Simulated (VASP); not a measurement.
## Sn3Pb5Se8: relaxation of cell and atoms with PBEsol

The system is Sn3Pb5Se8.

```
Sn Pb Se
1.0
     0.00000    6.08331   -6.08331
    -6.08331    0.00000   -6.08331
    -6.08331    6.08331    0.00000
Sn Pb Se
3 5 8
Direct
  0.50000 0.50000 0.00000
  0.00000 0.50000 0.00000
  0.50000 0.00000 0.00000
  0.00000 0.00000 0.00000
  0.50000 0.50000 0.50000
  0.00000 0.50000 0.50000
  0.50000 0.00000 0.50000
  0.00000 0.00000 0.50000
  0.75000 0.75000 0.25000
  0.25000 0.75000 0.25000
  0.75000 0.25000 0.25000
  0.25000 0.25000 0.25000
  0.75000 0.75000 0.75000
  0.25000 0.75000 0.75000
  0.75000 0.25000 0.75000
  0.25000 0.25000 0.75000
```

The cell was built by a generator and needn't be a form met in nature.

```json
{"Program": "VASP 6.6.1", "Task": "relaxation of cell and atoms", "Functional": "PBEsol", "Potentials or basis": "VASP PAW PBE potentials, release 64 (Sn_d, Pb_d, Se)", "Cutoff": "600 eV", "k mesh": "6 × 6 × 5", "Occupations": "gaussian, width 0.03 eV", "Spin": "no spin polarisation", "Further INCAR settings": "ALGO = Normal; EDIFF = 1e-06; IBRION = 2; EDIFFG = -0.01; NSW = 90; ISIF = 3"}
```

```json
{"Relaxed volume": "27.64 Å³/atom", "Relaxed cell": "a = 8.552 Å, b = 8.552 Å, c = 8.551 Å, α = 60.00°, β = 60.00°, γ = 60.00°", "Space group after relaxing (to 0.05 Å)": "R-3m (No. 166)", "Energy gained by relaxing": "4.7 meV/atom", "Ionic steps": "5", "Pressure after relaxing": "0.0 GPa", "Largest force after relaxing": "0.004 eV/Å", "Band gap on the k mesh": "none (metal or under the smearing width)"}
```

Forces on the atoms (eV/Å):
```
Sn   0.000  0.000  0.000
Sn   0.000  0.000  0.000
Sn   0.000  0.000  0.000
Pb   0.000  0.000  0.000
Pb   0.000  0.000  0.000
Pb   0.000  0.000  0.000
Pb   0.000  0.000  0.000
Pb   0.000  0.000  0.000
Se   0.002 -0.002  0.000
Se   0.002  0.000 -0.002
Se   0.000 -0.002 -0.002
Se  -0.002  0.002  0.002
Se   0.002 -0.002 -0.002
Se   0.000  0.002  0.002
Se  -0.002  0.000  0.002
Se  -0.002  0.002  0.000
```

The path:
| step | energy change (eV) | largest force (eV/Å) | pressure (GPa) | volume (Å³) |
| --- | --- | --- | --- | --- |
| 1 | 0.0000 | 0.3061 | -0.84 | 450.25 |
| 2 | -0.0416 | 0.2444 | 0.28 | 440.71 |
| 3 | -0.0418 | 0.2396 | 0.36 | 440.01 |
| 4 | -0.0627 | 0.1415 | 0.23 | 440.87 |
| 5 | -0.0747 | 0.0036 | 0.04 | 442.16 |

Final structure:
```
Sn Pb Se
1.0
     0.00000    6.04687   -6.04687
    -6.04687    0.00000   -6.04687
    -6.04651    6.04651   -0.00036
Sn Pb Se
3 5 8
Direct
  0.50000 0.50000 0.00000
  0.00000 0.50000 0.00000
  0.50000 0.00000 0.00000
  0.00000 0.00000 0.00000
  0.50000 0.50000 0.50000
  0.00000 0.50000 0.50000
  0.50000 0.00000 0.50000
  0.00000 0.00000 0.50000
  0.75000 0.75000 0.24448
  0.25552 0.75000 0.24448
  0.75000 0.25552 0.24448
  0.25275 0.25275 0.24175
  0.74725 0.74725 0.75825
  0.25000 0.74448 0.75552
  0.74448 0.25000 0.75552
  0.25000 0.25000 0.75552
```

Levels at points of the mesh, in eV from the Fermi level:
```tsv
k point	band 78	band 79	band 80	band 81	band 82	band 83
(0.00, 0.00, 0.00)	-0.03	-0.01	-0.01	-0.01	0.25	0.28
(0.50, 0.00, 0.00)	-1.95	-1.09	-1.07	1.94	2.08	2.58
(0.50, 0.50, 0.00)	-0.69	-0.57	-0.50	1.14	1.19	1.21
```

Run time: 76 min on 4 MPI ranks on Intel(R) Xeon(R) Platinum 8259CL CPU @ 2.50GHz (Skylake/Cascade Lake), on a shared host, peak memory 2.3 GiB a rank.

Caveat: the PAW data sets were made with another functional, which shifts forces and pressure a little. Spin-orbit coupling is left out, which matters for the levels of Pb.
